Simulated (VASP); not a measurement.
Computed with PBE GGA, VASP's PBE PAW potentials (set 64) (plane waves; VASP 6.6.1).

VASP input:

**POSCAR**
```
Pb
1
   -0.0000000000     2.4359881898     2.4359881898
    2.4359881898    -0.0000000000     2.4359881898
    2.4359881898     2.4359881898    -0.0000000000
Pb
1
Direct
  0.0000000000   0.0000000000   0.0000000000
```

**KPOINTS**
```
K-points
0
Gamma
  13 13 13
```

**INCAR**
```
SYSTEM = Pb
PREC = Accurate
ENCUT = 500
EDIFF = 1E-6
NELM = 100
ALGO = Normal
LREAL = .FALSE.
LASPH = .TRUE.
ISMEAR = 1
SIGMA = 0.1
GGA = PE
LMAXMIX = 4
LWAVE = .FALSE.
LCHARG = .FALSE.
IBRION = 2
ISIF = 3
NSW = 40
EDIFFG = -0.02
PSTRESS = 100
```

POTCAR, in this order: Pb_d (PBE.64 set). Program: vasp_std.

Energy and stress use the plane-wave basis of the starting cell. Unless said otherwise, spin-orbit coupling is left out, though it shifts the bands of the heavy elements here.

Problem. Predict the energy per atom (σ→0), volume per atom, band gap (on the k-mesh).

Solution. 
* **energy per atom (σ→0)**: -3.431 eV/atom
* **band gap (on the k-mesh)**: none (metal, semimetal or under 0.01 eV)
* **volume per atom**: 27.02 Å³/atom

OSZICAR:
```
...
DAV:   2    -0.352628065705E+01    0.61304E+00   -0.12312E+00  2154   0.245E+01    0.159E+00
DAV:   3    -0.343105348680E+01    0.95227E-01   -0.38794E-01  2492   0.134E+01    0.140E-01
DAV:   4    -0.343084443239E+01    0.20905E-03   -0.47047E-03  1980   0.890E-01    0.776E-02
DAV:   5    -0.343104515327E+01   -0.20072E-03   -0.29326E-03  1897   0.508E-01    0.433E-02
DAV:   6    -0.343092787463E+01    0.11728E-03   -0.27384E-04  2165   0.327E-01    0.905E-03
DAV:   7    -0.343092583345E+01    0.20412E-05   -0.28774E-05  2077   0.792E-02    0.128E-03
DAV:   8    -0.343092549948E+01    0.33397E-06   -0.40556E-07  1185   0.767E-03
   3 F= -.17444196E+01 E0= -.17443546E+01  d E =-.318029E-01
```

The compound is Pb in the fcc structure. This run relaxes it under an external pressure of 10 GPa. Symmetry was kept, so distortions that lower it aren't found.
